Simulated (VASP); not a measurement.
Consider the following.

```
CaO
1.0
    0.00000     2.40500     2.40500
    2.40500     0.00000     2.40500
    2.40500     2.40500     0.00000
Ca O
1 1
Cartesian
  0.00000   0.00000   0.00000
  2.40500   2.40500   2.40500
```

These are PBE GGA, VASP's PBE PAW potentials (set 64) (plane waves; VASP) values and carry that method's errors. Run with 400 eV cut-off, 12×12×12 Γ-centred mesh, Fermi-Dirac smearing of 0.050 eV, potentials Ca_sv O.

At this cut-off the stress carries a Pulay error, which pulls relaxed volumes low.

Q: Give the stress tensor in GPa (positive for a compressed cell).

A: 
```
-1.41   0.00   0.00
 0.00  -1.41   0.00
 0.00   0.00  -1.41
```
The pressure is its mean diagonal, -1.41 GPa.

The structure is a typed CaO crystal (Fm-3m). The cell was not relaxed at this level.
